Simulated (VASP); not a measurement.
Data:

```
Cr
1.0
    2.82469     0.00000     0.00000
    0.00000     2.82469     0.00000
    0.00000     0.00000     2.82469
Cr
2
Cartesian
  0.00000   0.00000   0.00000
  1.41234   1.41234   1.41234
```

Calculation: optB86b-vdW, VASP's PBE PAW potentials (set 64) (plane waves; VASP 6.6.1). Run with 520 eV cut-off, Gaussian smearing of 0.050 eV, potentials Cr_pv.

Q: Give the energies of bands 7 to 15 at the high-symmetry points, in eV from the Fermi level.

A: 
| band | Γ | X | M | R |
|---|---|---|---|---|
| 7 | -7.89 | -3.95 | -4.53 | -2.37 |
| 8 | -4.44 | -3.95 | -4.53 | -2.37 |
| 9 | -4.44 | -1.86 | -2.54 | -2.37 |
| 10 | -0.95 | -1.86 | -2.54 | -2.37 |
| 11 | -0.95 | -0.42 | 1.19 | -2.37 |
| 12 | -0.95 | -0.42 | 1.19 | -2.37 |
| 13 | 1.19 | -0.42 | 1.26 | 1.60 |
| 14 | 1.19 | -0.42 | 1.26 | 1.60 |
| 15 | 2.53 | 0.69 | 1.54 | 1.60 |

It has no gap at this level: it comes out as a metal or semimetal.

The compound is Cr in the bcc, AFM order structure. It was relaxed first, which changed the volume by -6 %. The run is not spin-polarised, so no magnetic state was tried.
